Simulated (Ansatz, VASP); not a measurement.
# Two plane-wave programs on HfMoC2

The input INCAR:

```
SYSTEM = HfMoC2
PREC = Accurate
ENCUT = 520
EDIFF = 1E-7
ISMEAR = -1
SIGMA = 0.05
LREAL = .False.
LASPH = .True.
NELM = 60
ALGO = Normal
ISIF = 2
LWAVE = .False.
LCHARG = .False.
GGA = PS
NBANDS = 24
```

KPOINTS

```
regular mesh
0
Gamma
  8 8 6
  0 0 0
```

POSCAR

```
HfMoC2
1.0
    3.2334202240      0.0000000000      0.0000000000
    0.0000000000      3.2334202240      0.0000000000
    0.0000000000      0.0000000000      4.5441860843
Hf Mo C
1 1 2
Direct
    0.0000000000      0.0000000000      0.0000000000
    0.5000000000      0.5000000000      0.5000000000
    0.5000000000      0.5000000000      0.0000000000
    0.0000000000      0.0000000000      0.5000000000
```

input.yaml

```yaml
crystal:
  lattice:
    - [3.233420224, 0.0, 0.0]
    - [0.0, 3.233420224, 0.0]
    - [0.0, 0.0, 4.5441860843]
  atoms:
    - { symbol: Hf, position: [0.0, 0.0, 0.0] }
    - { symbol: Mo, position: [0.5, 0.5, 0.5] }
    - { symbol: C, position: [0.5, 0.5, 0.0] }
    - { symbol: C, position: [0.0, 0.0, 0.5] }
hamiltonian:
  xc: pbesol
  pseudopotentials: { kind: paw }
kpoints:
  mp_grid: { grid: [8, 8, 6] }
scf:
  occupations: { method: fermi_dirac, width: 0.05 }
output:
  forces: true
  stress: true
  eigenvalues: true
```

Change from the starting cell: volume scaled by 1.04.

Alike in both runs: task single point; functional PBEsol; k mesh 8 × 8 × 6; occupations fermi-dirac, width 0.05 eV; no spin polarisation.

```csv
,VASP,Ansatz
version,VASP 6.6.1,Ansatz 0.2.0
potentials or method,"VASP PAW PBE potentials, release 64 (Hf_pv, Mo_sv, C)",Ansatz PAW
plane-wave cutoff (eV),520,420
valence electrons in the cell,32,48
```

Ansatz gave:

* gap on the k mesh at the Fermi level (eV): none
* pressure (GPa): -18.3
* largest component of the traceless stress (GPa): 2.76

Question: Which values does VASP return?

Answer: gap on the k mesh at the Fermi level (eV): none; pressure (GPa): -18.3; largest component of the traceless stress (GPa): 2.74.

A gap of «none» marks a metal or a gap that the smearing closes. The two sets of potentials don't hold the same shells in valence.

Caveats: the PAW data sets were made with another functional, which shifts forces and pressure a little (VASP); the PAW data sets come from PBE, with cores solved anew for the run's functional, which leaves a small shift of forces and pressure (Ansatz). Spin-orbit coupling is left out, which matters for the levels of Hf.
